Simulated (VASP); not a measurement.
Input:

```
PbS
1.0
    0.00000     2.97386     2.97386
    2.97386     0.00000     2.97386
    2.97386     2.97386     0.00000
Pb S
1 1
Direct
  0.00000   0.00000   0.00000
  0.50000   0.50000   0.50000
```

All values below come from PBE GGA, VASP's PBE PAW potentials (set 64) (plane waves; VASP). Run with 300 eV cut-off, 8×8×8 Γ-centred mesh, Gaussian smearing of 0.020 eV, potentials Pb_d S.

Unless said otherwise, spin-orbit coupling is left out, though it shifts the bands of the heavy elements here.

Question: Give the energies of bands 7 to 14 at the high-symmetry points, in eV from the valence-band maximum.

Answer: 
| band | Γ | X | U | L | W |
|---|---|---|---|---|---|
| 7 | -6.04 | -7.18 | -7.94 | -8.79 | -7.91 |
| 8 | -2.12 | -5.12 | -4.70 | -1.74 | -4.35 |
| 9 | -2.12 | -3.38 | -2.88 | -1.74 | -4.35 |
| 10 | -2.12 | -3.38 | -2.44 | 0.00 | -1.00 |
| 11 | 5.20 | 3.92 | 3.34 | 0.40 | 2.21 |
| 12 | 5.20 | 5.56 | 4.13 | 1.99 | 4.68 |
| 13 | 5.20 | 5.66 | 5.05 | 1.99 | 4.68 |
| 14 | 6.77 | 5.66 | 6.25 | 8.66 | 8.17 |

The gap is direct, 0.39 eV, from the valence maximum at L to the conduction minimum at L.

The structure is a typed PbS crystal. The cell was not relaxed at this level. The run is one of a series of settings (NBANDS = 22 against the base run), some of them coarse on purpose.
